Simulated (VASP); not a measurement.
Input:

```yaml
crystal:
  lattice:
    - [1.28010, -2.21720, 0.00000]
    - [1.28010, 2.21720, 0.00000]
    - [0.00000, 0.00000, 4.15140]
  atoms:
    - { symbol: Co, position: [0.33333, 0.66667, 0.25000], spin: 1.8 }
    - { symbol: Co, position: [0.66667, 0.33333, 0.75000], spin: 1.8 }
```

Computed with PBE GGA, VASP's PBE PAW potentials (set 64) (plane waves; VASP). Numerical set-up: 400 eV cut-off, 15×15×8 Γ-centred mesh, first-order Methfessel-Paxton smearing of 0.010 eV, potentials Co.

Give the stress tensor in GPa (positive for a compressed cell).

```
-15.11    0.00    0.00
  0.00  -15.11    0.00
  0.00    0.00  -15.81
```
The pressure is its mean diagonal, -15.34 GPa.

The compound is Co in the hcp structure. The cell was not relaxed at this level. The run is one of a series of settings (SIGMA = 0.01 against the base run), some of them coarse on purpose.
